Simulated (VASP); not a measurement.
A convergence study with VASP on ZrS₂ (atoms displaced from the space group 164 structure): a few settings are varied, all else stays as given below, so the limit is that of these other settings. The cell's lengths are 1 % over those of the tabulated start and one atom is moved, so it is off equilibrium.

```xyz
3
Lattice="1.8483 -3.2014 0.0000 1.8483 3.2014 0.0000 0.0000 0.0000 5.8782" Properties=species:S:1:pos:R:3 pbc="T T T"
Zr     0.0000     0.0000     0.0000
S      1.8483     1.0671     1.4695
S      1.9089    -1.0671     4.4086
```

Level of theory: PBE GGA, VASP's PBE PAW potentials (set 64) (plane waves; VASP). The last row used: 900 eV cut-off, 6×6×3 Γ-centred mesh, Gaussian smearing of 0.050 eV, potentials Zr_sv S_h.

Gaps are read on the run's mesh, which can miss a band edge. Energies of different potentials or hybrids have different zeros.

| setting | E (eV/atom) | pressure (GPa) | largest force (eV/Å) | gap on the mesh (eV) | plane waves |
|---|---|---|---|---|---|
| ENCUT = 300, POTCAR Zr_sv S | -7.1252 | [?] | [?] | 0.849 | 833 |
| ENCUT = 400, POTCAR Zr_sv S | -7.1274 | -1.19 | 0.413 | 0.848 | 1284 |
| ENCUT = 520, POTCAR Zr_sv S | -7.1276 | -1.17 | 0.415 | 0.848 | 1890 |
| ENCUT = 700, POTCAR Zr_sv S | -7.1277 | -1.12 | 0.416 | 0.848 | 2940 |
| ENCUT = 900, POTCAR Zr_sv S | -7.1277 | -1.12 | 0.416 | 0.848 | 4317 |
| ENCUT = 300, POTCAR Zr_sv S_h | -7.1220 | -1.56 | 0.391 | 0.854 | 833 |
| ENCUT = 400, POTCAR Zr_sv S_h | -7.1233 | -1.38 | 0.413 | 0.849 | 1284 |
| ENCUT = 520, POTCAR Zr_sv S_h | -7.1248 | -1.17 | 0.412 | 0.847 | 1890 |
| ENCUT = 700, POTCAR Zr_sv S_h | -7.1254 | -1.08 | 0.412 | 0.846 | 2940 |
| ENCUT = 900, POTCAR Zr_sv S_h | -7.1252 | [?] | 0.413 | 0.846 | 4317 |

Problem. Fill in the missing entries.

Solution. 
- ENCUT = 900, POTCAR Zr_sv S_h, pressure (GPa): -1.09
- ENCUT = 300, POTCAR Zr_sv S, pressure (GPa): -1.46
- ENCUT = 300, POTCAR Zr_sv S, largest force (eV/Å): 0.400

Left out are rungs that failed or repeat a setting and relaxations that didn't move; long series are thinned to 24 rows.

The compound is ZrS2 in the 1T layered structure. The cell was not relaxed at this level, it is distorted from the ideal structure.
